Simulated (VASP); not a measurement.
Consider the following.

```
TlBr
1.0
    3.32626     0.00000     0.00000
    0.00000     3.32626     0.00000
    0.00000     0.00000     3.32626
Tl Br
1 1
Direct
  0.00000   0.00000   0.00000
  0.50000   0.50000   0.50000
```

Computed with PBEsol GGA, VASP's PBE PAW potentials (set 64) (plane waves; VASP). Settings: 500 eV cut-off, 11×11×11 Γ-centred mesh, first-order Methfessel-Paxton smearing of 0.10 eV, potentials Tl_d Br.

Unless said otherwise, spin-orbit coupling is left out, though it shifts the bands of the heavy elements here.

**Question.** What does the run give for the energy per atom (σ→0), pressure, band gap (on the k-mesh) with the smallest direct gap where there is one?

**Answer.** 
- band gap (on the k-mesh): none (metal, semimetal or under 0.01 eV)
- energy per atom (σ→0): -1.999 eV/atom
- pressure: 448.9 kbar

Total energies compare only between runs with the same potentials, cut-off and functional.

The compound is TlBr in the CsCl type structure. It was relaxed first under an external pressure of 45 GPa.
